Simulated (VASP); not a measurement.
Output of a VASP run:

File OSZICAR:
```
       N       E                     dE             d eps       ncg     rms          rms(c)
DAV:   1     0.409961943951E+03    0.40996E+03   -0.18811E+04   520   0.149E+03
DAV:   2     0.413510304753E+02   -0.36861E+03   -0.36253E+03   654   0.328E+02
DAV:   3    -0.372516365447E+01   -0.45076E+02   -0.44916E+02   624   0.125E+02
DAV:   4    -0.537238674043E+01   -0.16472E+01   -0.16426E+01   644   0.316E+01
DAV:   5    -0.542719340810E+01   -0.54807E-01   -0.54774E-01   706   0.467E+00    0.399E+00
DAV:   6    -0.478982332402E+01    0.63737E+00   -0.12331E+00   754   0.106E+01    0.218E+00
DAV:   7    -0.473335263473E+01    0.56471E-01   -0.56267E-01   768   0.409E+00    0.961E-01
DAV:   8    -0.473951885718E+01   -0.61662E-02   -0.63726E-02   664   0.212E+00    0.196E-01
DAV:   9    -0.473868873696E+01    0.83012E-03   -0.11149E-02   722   0.797E-01    0.959E-02
DAV:  10    -0.473898847382E+01   -0.29974E-03   -0.11026E-03   596   0.210E-01    0.396E-02
DAV:  11    -0.473905111275E+01   -0.62639E-04   -0.12395E-04   692   0.937E-02    0.842E-03
DAV:  12    -0.473905320670E+01   -0.20940E-05   -0.18617E-05   702   0.497E-02    0.256E-03
DAV:  13    -0.473905347340E+01   -0.26670E-06   -0.14060E-06   614   0.885E-03    0.167E-03
DAV:  14    -0.473905354080E+01   -0.67396E-07   -0.25670E-07   470   0.496E-03
   1 F= -.47390535E+01 E0= -.47390535E+01  d E =0.000000E+00
```

### OUTCAR
```
------------------------ aborting loop because EDIFF is reached ----------------------------------------
  FORCE on cell =-STRESS in cart. coord.  units (eV):
  Direction    XX          YY          ZZ          XY          YZ          ZX
  --------------------------------------------------------------------------------------
  Total        0.0006629      0.0006629      0.0006629     -0.0000000      0.0000000     -0.0000000
  in kB        0.0050943      0.0050943      0.0050943     -0.0000000      0.0000000     -0.0000000
  external PRESSURE =       0.0050943 kB  Pullay stress =       0.0000000 kB
  volume of cell :      208.49
      direct lattice vectors                 reciprocal lattice vectors
     5.929627852  0.000000000  0.000000000     0.168644648  0.000000000  0.000000000
     0.000000000  5.929627852  0.000000000     0.000000000  0.168644648  0.000000000
     0.000000000  0.000000000  5.929627852     0.000000000  0.000000000  0.168644648
 POSITION                                       TOTAL-FORCE (eV/Angst)
 -----------------------------------------------------------------------------------
      0.00000      0.00000      0.00000         0.000000      0.000000      0.000000
      2.96481      2.96481      2.96481         0.000000      0.000000      0.000000
      2.96481      0.00000      2.96481         0.000000      0.000000      0.000000
      0.00000      2.96481      2.96481         0.000000      0.000000      0.000000
      2.96481      2.96481      0.00000         0.000000      0.000000      0.000000
 -----------------------------------------------------------------------------------
    total drift:                                0.000000     -0.000000     -0.000000
  FREE ENERGIE OF THE ION-ELECTRON SYSTEM (eV)
  ---------------------------------------------------
  free  energy   TOTEN  =        -4.7390535408 eV

  energy  without entropy=       -4.7390535408  energy(sigma->0) =       -4.73905354

 total charge

# of ion       s       p       d       tot
------------------------------------------
    1        1.821   4.679   0.011   6.510
    2        1.500   0.458   9.850  11.808
    3        1.632   3.251   0.007   4.890
    4        1.632   3.251   0.007   4.890
    5        1.632   3.251   0.007   4.890
--------------------------------------------------
tot          8.217  14.891   9.881  32.989

 Electric field gradients after diagonalization (V/A^2)
 (convention: |V_zz| > |V_xx| > |V_yy|)
----------------------------------------------------------------------
 ion       V_xx      V_yy      V_zz     asymmetry (V_yy - V_xx)/ V_zz
----------------------------------------------------------------------
   1      -0.000    -0.000     0.000       0.142
   2       0.000     0.000     0.000      -0.035
   3     -88.274   -88.274   176.547       0.000
   4     -88.274   -88.274   176.547       0.000
   5     -88.274   -88.274   176.547       0.000
```
(Selected blocks of OUTCAR.)

**POSCAR**
```
CsPbBr3
1
    5.9296278520     0.0000000000     0.0000000000
    0.0000000000     5.9296278520     0.0000000000
    0.0000000000     0.0000000000     5.9296278520
Cs Pb Br
1 1 3
Direct
  0.0000000000   0.0000000000   0.0000000000
  0.5000000000   0.5000000000   0.5000000000
  0.5000000000   0.0000000000   0.5000000000
  0.0000000000   0.5000000000   0.5000000000
  0.5000000000   0.5000000000   0.0000000000
```

Task: Write an INCAR and KPOINTS that could have produced this output.

Result: Several could match; the one computed here: the input of the run itself, optB88-vdW, plane waves, VASP's PBE PAW potentials (set 64).

**KPOINTS**
```
Automatic mesh
0
Gamma
4 4 4
0 0 0
```

INCAR:
```
SYSTEM = CsPbBr3
PREC = Accurate
ENCUT = 520
EDIFF = 1E-7
NELM = 100
ALGO = Normal
LREAL = .FALSE.
LASPH = .TRUE.
ISMEAR = -5
GGA = BO
PARAM1 = 0.1833333333
PARAM2 = 0.22
LUSE_VDW = .TRUE.
AGGAC = 0.0
LMAXMIX = 4
LWAVE = .FALSE.
LCHARG = .TRUE.
LORBIT = 11
NEDOS = 601
ISIF = 2
LEFG = .TRUE.
```

POTCAR, in this order: Cs_sv Pb_d Br (PBE.64 set). Program: vasp_std.

The compound is CsPbBr3 in the cubic perovskite structure, the ideal cubic form; the compound distorts at low or room temperature. It was relaxed first.
